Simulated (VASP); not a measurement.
Given:

```
Ni
1.0
    0.00000     1.74483     1.74483
    1.74483     0.00000     1.74483
    1.74483     1.74483     0.00000
Ni
1
Direct
  0.00000   0.00000   0.00000
```
Starting moments (μB, in the order of the record's atoms Ni): 0.6.

The numbers are results of rev-vdW-DF2, VASP's PBE PAW potentials (set 64) (plane waves; VASP), not measurements. Run with 520 eV cut-off, 16×16×16 Γ-centred mesh, first-order Methfessel-Paxton smearing of 0.10 eV, potentials Ni.

Question: Predict the cell moment, energy per atom (σ→0), band gap (on the k-mesh) with the smallest direct gap where there is one.

Answer: 
- band gap (on the k-mesh): none (metal, semimetal or under 0.01 eV)
- cell moment: 0.58 μB
- energy per atom (σ→0): -3155 meV/atom

Question: Give the moment on each site (PAW-sphere projection).

Answer: 
```tsv
site	moment (μB)
Ni1	0.59
```

Only differences to runs with the same potentials and settings are physical.

The compound is Ni in the fcc structure. It was relaxed first. The start is the result of an earlier pass.
